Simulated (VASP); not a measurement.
Write the native input for VASP 6.6.1 that does the following.

| Quantity | Value |
| --- | --- |
| Task | single point |
| Functional | PBEsol |
| Potentials or basis | VASP PAW PBE potentials, release 64 (O, H, Mg, Cl) |
| Cutoff | 520 eV |
| k mesh | 1 × 1 × 1 |
| Occupations | fermi-dirac, width 0.02 eV |
| Spin | no spin polarisation |
| Dipole correction | no |
| Further INCAR settings | LREAL = Auto; ALGO = Normal; EDIFF = 1e-06; NBANDS = 37 |

The structure of MgH8Cl2O4 lies in POSCAR:

```
MgH8Cl2O4
1.0
    5.7082670000      0.0000000000      0.0000000000
    0.0000000000      5.7082670000      0.0000000000
    0.0000000000      0.0000000000      5.7082670000
O H Mg Cl
4 8 1 2
Direct
    0.7371414126      0.1806853113      0.2041775551
    0.2201543831      0.2728148491      0.5828213712
    1.1989628376      0.9861662042      0.0076030081
    0.7745608256      0.4951590386      0.9043375161
    0.7032957638      0.0954230067      0.3658203094
    0.7991567318      0.3366520872      0.2343268106
    0.1512192755      0.1355227427      0.5143417433
    0.2769842406      0.3683955218      0.4520110920
    1.0644912020      1.0703774018      0.0578809646
    1.2069687700      0.8342987460      0.0844389374
    0.7714075042      0.6432950666      0.7978253295
    0.9039170733      0.3929388727      0.8640801140
    0.4879939919      1.2044461130     -0.0909908384
    0.6342205086     -0.0763979681      0.6274233493
    0.3568158252      0.5517086009      0.2111323805
```

The cell was built by a generator and needn't be a form met in nature.

One way to write it, as run:

INCAR

```
SYSTEM = MgH8Cl2O4
PREC = Accurate
ENCUT = 520
EDIFF = 1E-6
ISMEAR = -1
SIGMA = 0.02
LREAL = Auto
LASPH = .TRUE.
NELM = 100
ALGO = Normal
ISIF = 2
LWAVE = .FALSE.
LCHARG = .TRUE.
GGA = PS
LELF = .TRUE.
LVHAR = .TRUE.
NBANDS = 37
```

KPOINTS

```
Automatic mesh
0
G
  1 1 1
  0 0 0
```

Potentials or basis: VASP PAW PBE potentials, release 64 (O, H, Mg, Cl).

The run is started by

```console
$ cat potpaw_PBE.64/O/POTCAR potpaw_PBE.64/H/POTCAR potpaw_PBE.64/Mg/POTCAR potpaw_PBE.64/Cl/POTCAR > POTCAR
$ mpirun -np 1 vasp_gam > vasp.out
```

It gave:

| Quantity | Value |
| --- | --- |
| Pressure | -0.3 GPa |
| Largest force | 2.472 eV/Å |
| Band gap on the k mesh | 4.23 eV, direct |

Caveat: the PAW data sets were made with another functional, which shifts forces and pressure a little.

Wall time 13 s on 1 thread of AMD EPYC 9R14 (Zen 4) (shared host), peak memory 0.21 GiB.
